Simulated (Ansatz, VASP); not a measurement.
# NiSb (Breithauptite) in two plane-wave programs

One calculation is typed for both programs; each brings its own data sets and cutoff. How far apart do they land?

Program: Ansatz 0.2.0. Level of theory: plane waves, with VASP 6.6.1 beside it; relaxation of cell and atoms at PBE. Results are calculated unless marked as measured.

**1. Set-up**

The structure is hexagonal, space group P6_3/mmc (No. 194). Conventional cell: a = 3.940 Å, b = 3.940 Å, c = 5.140 Å, α = 90.00°, β = 90.00°, γ = 120.00°. Ni has 2 Ni at 2.57 Å and 6 Sb at 2.61 Å nearest. Nearest to Sb lie 6 Ni at 2.61 Å. Farther neighbours are not listed.

Structure file:

```cif
data_structure
_symmetry_space_group_name_H-M 'P 1'
_symmetry_Int_Tables_number 1
_cell_length_a 3.9400
_cell_length_b 3.9400
_cell_length_c 5.1400
_cell_angle_alpha 90.000
_cell_angle_beta 90.000
_cell_angle_gamma 120.000
_cell_volume 69.10
loop_
_atom_site_label
_atom_site_type_symbol
_atom_site_fract_x
_atom_site_fract_y
_atom_site_fract_z
_atom_site_occupancy
Ni1 Ni 0.00000 0.00000 0.00000 1
Ni2 Ni 0.00000 0.00000 0.50000 1
Sb3 Sb 0.33333 0.66667 0.25000 1
Sb4 Sb 0.66667 0.33333 0.75000 1
```

**2. Ansatz: relaxation of cell and atoms, PBE**

Ansatz runs on its default PAW (the set named soft_2) files.

The relaxed volume is the usual yardstick between codes: its relative difference is about their pressure difference at one cell divided by the bulk modulus.

input.yaml reads:

```yaml
crystal:
  lattice:
    - [3.94, 0.0, 0.0]
    - [-1.97, 3.4121400909, 0.0]
    - [0.0, 0.0, 5.14]
  atoms:
    - { symbol: Ni, position: [0.0, 0.0, 0.0], spin: 1.0 }
    - { symbol: Ni, position: [0.0, 0.0, 0.5], spin: 1.0 }
    - { symbol: Sb, position: [0.3333333333, 0.6666666667, 0.25] }
    - { symbol: Sb, position: [0.6666666667, 0.3333333333, 0.75] }
hamiltonian:
  xc: pbe
  pseudopotentials: { kind: paw }
magnetization:
  spin_polarized: true
kpoints:
  mp_grid: { grid: [7, 7, 5] }
scf:
  occupations: { method: fermi_dirac, width: 0.05 }
relax:
  f_tol: 0.01
  max_steps: 60
  cell: { stress_tol: 0.05 }
output:
  forces: true
  stress: true
```

Command:

```console
ansatz run input.yaml --threads 4 --pin off --max-ram 9216MiB --backend cpu --events-out ev --progress --plain --runs-dir out
```

Numbers of over 12 decimals in the logs are rounded to 6 here.

The program printed:

```text
Engine: ansatz 0.2.0, aarch64-unknown-linux-gnu
Pseudopotentials: kind: paw
Pseudopotential: Ni, paw, valence charge 18, recommended cutoff 420 eV (normal), Ni.paw.azcp
Pseudopotential: Sb, paw, valence charge 15, recommended cutoff 420 eV (normal), Sb.paw.azcp
Functional definition: PBE
  parameter kappa = 0.804
  parameter beta = 0.066725
  exchange = pbe_x(kappa = kappa, mu = beta*pi^2/3)
  correlation = pbe_c(beta = beta)
Crystal: 4 atoms, lattice volume = 69.101 Å³
Basis set: ecut = 420 eV, 1385 PW (Γ), exchange–correlation on 54×54×72 points (8 copies of the dense FFT grid, shifted against one another)
Bands: 41, of which v1, the nominal top of the filled ones, is band 33 counted from 1 (32 counted from 0)
Symmetry: 24 space group operations
Space group: P63/mmc (ITA 194), of the structure as read, at distance tolerance 4.1e-5 Å
Magnetic group: BNS 194.263 (UNI 1493), of the structure as read, at distance tolerance 4.1e-5 Å
k-points: 24 of 245
Non-local potential: Ni, projectors of the file, l = 0: 3, l = 1: 2, l = 2: 3, l = 3: 1
Non-local potential: Sb, projectors of the file, l = 0: 2, l = 1: 2, l = 2: 2, l = 3: 2
PAW form: soft (Blöchl's): semilocal exchange-correlation on the pseudo side does not see the compensation charge
PAW one-centre angular grid: Ni, 590 points (default); XC on 64 Gauss nodes
PAW one-centre angular grid: Sb, 590 points (default); XC on 64 Gauss nodes
Initial density: superposition of atomic densities (chi_scale 0.1, normalization cell)
Starting moments: Σ|m| = 2 μB on 2 of 4 sites
Initial wavefunctions: pseudopotential atomic-orbital guess
Functional: x = pbe(κ = 0.804, μ = 0.219515), c = pbe(β = 0.066725)
iter 1 solved again at ethr=2.34e-3 eV; its pass at ethr=3.10e-3 eV (dr2=1.54e0 eV) is discarded
SCF iter   1: F=—  HF=-24645.120396 eV  |F-HF|=—  |Δ(HF+E_count)|=         —  Δρ=4.36e-2 (↑2.00e-2 ↓4.36e-2)  dr2=1.55e0  dr2_m=4.53e-1  M=1.039 μB ∫|m|=1.312 μB  β_m=0.30  ethr=2.34e-3  ⟨swp⟩=1.1  Hψ=10127  notcnv=0
Mixer restart at iter 1: flushing history
preconditioner: auto → Kerker (q_TF=auto, 2.707 Å⁻¹)  [metal: Δε(μ)=0.041 eV  Ē_g=18.072 eV  σ=0.050 eV  W_gap=0.20  n_scr=22 (ndim 8)  ℏωp=31.6 eV  f_vac=0.000  D(μ)=1.91/eV (n_scr^D=20)]
spin=Collinear: Kerker preconditioning applied to the charge; magnetization (m = ρ↑ − ρ↓) channel mixes plain (no charge-response kernel on spin).
SCF iter   2: F=—  HF=-24646.766058 eV  |F-HF|=—  |Δ(HF+E_count)|=    1.65e0  Δρ=4.32e-2 (↑1.66e-2 ↓4.32e-2)  dr2=1.59e0  dr2_m=4.31e-1  M=0.904 μB ∫|m|=1.124 μB  β_m=0.65  ethr=2.34e-3  ⟨swp⟩=2.0  Hψ=2335  notcnv=0  defer=1
SCF iter   3: F=—  HF=-24648.920610 eV  |F-HF|=—  |Δ(HF+E_count)|=    2.15e0  Δρ=3.45e-2 (↑1.76e-2 ↓3.45e-2)  dr2=9.95e-1  dr2_m=3.65e-1  M=0.580 μB ∫|m|=0.797 μB  β_m=0.40  ethr=2.34e-3  ⟨swp⟩=2.2  Hψ=2945  notcnv=0  defer=105
SCF iter   4: F=—  HF=-24649.325369 eV  |F-HF|=—  |Δ(HF+E_count)|=   4.05e-1  Δρ=1.81e-2 (↑1.05e-2 ↓1.81e-2)  dr2=2.61e-1  dr2_m=1.09e-1  M=0.317 μB ∫|m|=0.473 μB  β_m=0.66  ethr=1.51e-3  ⟨swp⟩=2.2  Hψ=2633  notcnv=0  defer=107
SCF iter   5: F=—  HF=-24649.252495 eV  |F-HF|=—  |Δ(HF+E_count)|=         —  Δρ=2.42e-2 (↑1.88e-2 ↓2.42e-2)  dr2=8.57e-1  dr2_m=6.91e-3  M=-0.003 μB ∫|m|=0.028 μB  β_m=0.66  ethr=3.96e-4  ⟨swp⟩=3.3  Hψ=4265  notcnv=0  defer=109
Mixer restart at iter 5: flushing history
SCF iter   6: F=—  HF=-24649.661682 eV  |F-HF|=—  |Δ(HF+E_count)|=   4.09e-1  Δρ=1.81e-2 (↑1.81e-2 ↓1.70e-2)  dr2=3.96e-1  dr2_m=6.83e-4  M=-0.002 μB ∫|m|=0.014 μB  β_m=0.52  ethr=3.96e-4  ⟨swp⟩=3.0  Hψ=4476  notcnv=0  defer=103
SCF iter   7: F=—  HF=-24649.437877 eV  |F-HF|=—  |Δ(HF+E_count)|=   2.24e-1  Δρ=9.16e-3 (↑7.86e-3 ↓9.16e-3)  dr2=1.74e-1  dr2_m=5.57e-4  M=-0.000 μB ∫|m|=0.013 μB  β_m=0.58  ethr=3.96e-4  ⟨swp⟩=3.0  Hψ=4242  notcnv=0  defer=108
SCF iter   8: F=—  HF=-24649.455461 eV  |F-HF|=—  |Δ(HF+E_count)|=   1.76e-2  Δρ=1.25e-3 (↑1.25e-3 ↓1.24e-3)  dr2=7.80e-3  dr2_m=9.51e-6  M=0.000 μB ∫|m|=0.004 μB  β_m=0.78  ethr=2.63e-4  ⟨swp⟩=2.0  Hψ=2710  notcnv=0  defer=108
SCF iter   9: F=—  HF=-24649.454981 eV  |F-HF|=—  |Δ(HF+E_count)|=   4.80e-4  Δρ=3.96e-4 (↑3.96e-4 ↓3.87e-4)  dr2=7.77e-4  dr2_m=2.56e-6  M=0.000 μB ∫|m|=0.002 μB  β_m=0.86  ethr=1.18e-5  ⟨swp⟩=1.8  Hψ=2525  notcnv=0  defer=101
SCF iter  10: F=—  HF=-24649.454911 eV  |F-HF|=—  |Δ(HF+E_count)|=   7.00e-5  Δρ=2.25e-4 (↑2.25e-4 ↓1.85e-4)  dr2=1.13e-4  dr2_m=3.34e-7  M=0.000 μB ∫|m|=0.000 μB  β_m=0.93  ethr=1.18e-6  ⟨swp⟩=2.1  Hψ=2476  notcnv=0  defer=101
SCF iter  11: F=—  HF=-24649.454902 eV  |F-HF|=—  |Δ(HF+E_count)|=   8.55e-6  Δρ=3.52e-5 (↑3.34e-5 ↓3.52e-5)  dr2=2.62e-6  dr2_m=7.49e-10  M=0.000 μB ∫|m|=0.000 μB  β_m=0.85  ethr=1.70e-7  ⟨swp⟩=2.0  Hψ=2597  notcnv=0  defer=101
SCF iter  12: F=—  HF=-24649.454903 eV  |F-HF|=—  |Δ(HF+E_count)|=   5.00e-7  Δρ=2.34e-5 (↑2.34e-5 ↓2.26e-5)  dr2=1.19e-6  dr2_m=1.44e-10  M=-0.000 μB ∫|m|=0.000 μB  β_m=0.92  ethr=3.97e-9  ⟨swp⟩=2.2  Hψ=2963  notcnv=0  defer=101
SCF iter  13: F=—  HF=-24649.454903 eV  |F-HF|=—  |Δ(HF+E_count)|=   6.78e-8  Δρ=3.26e-6 (↑3.02e-6 ↓3.26e-6)  dr2=2.29e-8  dr2_m=1.18e-11  M=0.000 μB ∫|m|=0.000 μB  β_m=0.96  ethr=1.80e-9  ⟨swp⟩=2.0  Hψ=2369  notcnv=0  defer=101
SCF iter  14: F=-24649.454903 eV  HF=-24649.454903 eV  |F-HF|=1.65e-8  |Δ(HF+E_count)|=   4.17e-9  Δρ=2.80e-6 (↑2.80e-6 ↓2.73e-6)  dr2=1.79e-8  dr2_m=9.36e-13  M=0.000 μB ∫|m|=0.000 μB  ethr=3.47e-11  ⟨swp⟩=2.0  Hψ=6184  notcnv=0
WARN: the starting moments were not kept: the SCF closed with an absolute magnetisation of 1.0e-6 μB, where they sum to 2 μB in size (2 sites). That is at most 0.1 of that sum. Measured as dr2_m measures the in/out step, that magnetisation stands 8.2e-13 eV from none, at or under the dr2_threshold of 1.0e-7 eV: it is no larger than a step whose dr2_m would equal this threshold. The system may hold no moment; this SCF [...]
SCF 1 converged in 14 iterations: F = -24649.454903 eV  dr2 = 1.79e-8
  greatest PAW one-centre occupation: 1.001 electrons in one spin orbital (limit 2), on the Ni atom at site 1 (counted from 0), in its partial waves of l = 1
relax step   1: F+E_penalty+E_count = -24649.45490292 eV  Δ(F+E_penalty+E_count) = +0.000e0 eV  max|allowed force component| = 3.585e-17 eV/Å  Δτ_max = 0.0000 Å  P = +2.543 GPa  Ω = 69.101 Å³  (14 SCF iters, dr2 threshold 1.00e-7 eV, accepted)
[...]
relax step   2: F+E_penalty+E_count = -24649.46588468 eV  Δ(F+E_penalty+E_count) = -1.098e-2 eV  max|allowed force component| = 1.793e-17 eV/Å  Δτ_max = 0.0000 Å  P = -0.460 GPa  Ω = 70.911 Å³  energy of the carried Pulay correction = -7.129e-4 eV  (9 SCF iters, dr2 threshold 4.00e-7 eV, accepted)
[...]
relax step   3: F+E_penalty+E_count = -24649.46643115 eV  Δ(F+E_penalty+E_count) = -5.465e-4 eV  max|allowed force component| = 8.095e-18 eV/Å  Δτ_max = 0.0000 Å  P = -0.022 GPa  Ω = 70.629 Å³  energy of the carried Pulay correction = -6.028e-4 eV  (7 SCF iters, dr2 threshold 4.00e-7 eV, accepted)
[...]
relax step   4: F+E_penalty+E_count = -24649.46699714 eV  Δ(F+E_penalty+E_count) = -5.660e-4 eV  max|allowed force component| = 4.048e-18 eV/Å  Δτ_max = 0.0000 Å  P = -0.031 GPa  Ω = 70.629 Å³  stress off target by 3.30e-2 GPa  SCF on the basis re-selected at this cell (its energy is not comparable with the rows above)  (11 SCF iters)
basis re-selected at this cell: Δ(F+E_penalty+E_count) = -5.660e-4 eV, ΔP = -0.009 GPa vs the last step (what re-selecting the basis moved, of the pressure what is left beyond the Pulay correction that the steps carried, after the strain that the cell walked since its last selection, with what the two solves' SCF thresholds leave and, on support functions, any second-order correction that the steps lacked; it is no m [...]
SCF converged after 11 iterations
Magnetization: 0.0000 μB (33.0000 up, 33.0000 down)
Absolute magnetization: 0.0000 μB (∫|ρ↑−ρ↓|, with the PAW one-centre terms)
Spin contamination: 0.0000 ħ² per cell (⟨S²⟩ above its minimum at these occupations)
Per-site moments (μB) at R_I (Å): [(1.8633490953521155e-9, 1.064269), (1.8633490926677212e-9, 1.064269), (-7.279448837627209e-11, 1.086095), (-7.279444301139865e-11, 1.086095)]
Free energy (F): -24649.466997 eV
Harris-Foulkes:  -24649.466997 eV  (|F-HF|=7.28e-12)
Internal energy: -24649.450205 eV  (E = F + TS)
E sigma→0 (E₀):  -24649.458601 eV
Entropy (-TS):   -0.016793 eV (-4.198 meV/atom)
Fermi energy:    14.670505 eV
--- Per-component energies (eV) ---
  E_band       = -897.646339
  E_kinetic    = 985.804872
  E_local      = -11220.437623  (includes V_loc(G=0)·N_el)
  E_nonlocal   = 2007.633541
  E_hartree    = 4902.474948
  E_xc         = -447.413683
  E_vxc        = -412.730946  (∫ρ·V_xc dr)
  E_paw        = -12423.083775  (= ΣΔE_a)
  E_vpaw       = -2062.867016  (= ΣTr[D̂ρ^β])
  E_aug_tail   = 0.001034  (compensation charges beyond the density's cutoff)
  E_ewald      = -8454.429518
  E_smearing   = -0.016793  (= −TS)
  E_closure    = 0.000000  (closes the sum)
  Σ components = -24649.466997   (vs F -24649.466997, Δ=0.00e0)
--- Forces (eV/Å), atoms counted from 1 ---
  atom   1  Ni    -0.00000000     0.00000000     0.00000000
  atom   2  Ni     0.00000000     0.00000000     0.00000000
  atom   3  Sb    -0.00000000     0.00000000     0.00000000
  atom   4  Sb    -0.00000000    -0.00000000    -0.00000000
  max |Σ_I F_I| component: 5.78e-18 eV/Å
--- Stress (GPa, compression-positive) ---
       -0.033017      -0.000000      -0.000000
        0.000000      -0.033017       0.000000
       -0.000000       0.000000      -0.026370
  P = ⅓ Tr σ = -0.0308 GPa (-0.308 kbar)
--- Relaxed structure (3 steps of the walk, 3 accepted, 1 SCFs on fresh bases) ---
  F+E_penalty+E_count = -24649.46699714 eV   max|allowed force component| = 4.048e-18 eV/Å   (the final SCF, on the basis selected at the relaxed cell)
  cell:  # Å, volume = 70.6286 Å³
    - [3.975541, 0, -9.425972864729794e-19]
    - [-1.987770, 3.442919, 4.712986432364895e-19]
    - [-1.2296827544362187e-18, 0, 5.160091]
  atoms:
    - { symbol: Ni, position: [0, 0, 0] }
    - { symbol: Ni, position: [0, 0, 0.500000] }
    - { symbol: Sb, position: [0.333333, 0.666667, 0.250000] }
    - { symbol: Sb, position: [0.666667, 0.333333, 0.750000] }
```

Elapsed: 11 s, on 4 threads of Arm Neoverse V1, shared host; peak memory 0.47 GiB; 39 s of CPU time.

[end of part 1 of 2]

[Lines on the potential files, build, host, timing and source positions are cut from VASP's logs without a mark.]

[Logs are printed without paths, hosts, clocks, repeated set-up lines and the standing remarks that a program may print on its own settings, such as how far it seeks lower states.]

[Hosts, paths, dates, database ids (printed as entryN), source tags and the programs' standing remarks are cut or masked in the printed files.]
